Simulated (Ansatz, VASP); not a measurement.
# One calculation of SnPN, two programs

File INCAR:

```
SYSTEM = SnPN
  ALGO = Fast
  EDIFF = 1E-6
  ENCUT = 520
  GGA = PE
  ISIF = 2
  ISMEAR = -5
  LASPH = .True.
  LCHARG = .False.
  LREAL = .False.
  LWAVE = .False.
  NBANDS = 33
  NELM = 100
  PREC = Accurate
  SIGMA = 0.1
```

The input KPOINTS:

```
k-points
0
Gamma
  5 5 3
  0 0 0
```

Contents of POSCAR:

```
SnPN
1.0
    3.6137850000      0.0000000000      0.0000000000
    0.0000000000      3.6137850000      0.0000000000
    0.0000000000      0.0000000000      7.6506970000
P Sn N
2 2 2
Direct
    0.0000000000      0.5000000000      0.0839000000
    0.5000000000      0.0000000000      0.9161000000
    0.0000000000      0.5000000000      0.6503000000
    0.5000000000      0.0000000000      0.3497000000
    0.0000000000      0.5000000000      0.3300000000
    0.5000000000      0.0000000000      0.6700000000
```

Input for Ansatz:

```yaml
crystal:
  lattice:
    - [3.613785, 0.0, 0.0]
    - [0.0, 3.613785, 0.0]
    - [0.0, 0.0, 7.650697]
  atoms:
    - { symbol: P, position: [0.0, 0.5, 0.0839] }
    - { symbol: P, position: [0.5, 0.0, 0.9161] }
    - { symbol: Sn, position: [0.0, 0.5, 0.6503] }
    - { symbol: Sn, position: [0.5, 0.0, 0.3497] }
    - { symbol: "N", position: [0.0, 0.5, 0.33] }
    - { symbol: "N", position: [0.5, 0.0, 0.67] }
  symmetry: { tolerance: 0.0003 }
kpoints:
  mp_grid: { grid: [5, 5, 3], shift: [0, 0, 0] }
magnetization:
  spin_polarized: false
scf:
  occupations: { method: tetrahedron_uncorrected }
hamiltonian:
  pseudopotentials: { kind: paw }
  xc: pbe
basis:
  ecutwfc: 420
output:
  forces: true
  stress: true
  eigenvalues: true
```

The cell was built by a generator and needn't be a form met in nature.

Alike in both runs: task single point; functional PBE; k mesh 5 × 5 × 3; no spin polarisation.

|  | VASP | Ansatz |
| --- | --- | --- |
| version | VASP 6.6.1 | Ansatz 0.2.0 |
| potentials or method | VASP PAW PBE potentials, release 64 (P, Sn_d, N) | PAW plane waves |
| plane-wave cutoff (eV) | 520 | 420 |
| occupations | tetrahedron | tetrahedron-uncorrected |
| valence electrons in the cell | 48 | 48 |

```csv
,VASP,Ansatz,Ansatz less VASP
gap on the k mesh at the Fermi level (eV),none,none,-
pressure (GPa),-1.1,-0.8,+0.30
largest component of the traceless stress (GPa),10.56,10.02,-0.543
rms of the force components (eV/Å),0.457,0.443,-0.0140
```

Atom by atom the forces differ by 0.018 eV/Å (rms over components). A gap of «none» marks a metal or a gap that the smearing closes. Ansatz warned: «band_table_not_solved_further».

Caveats: forces of over 1 eV/Å show positions far from the minimum, so gaps and moduli don't describe the material at rest; tetrahedron occupations give inexact forces and stress in metals.
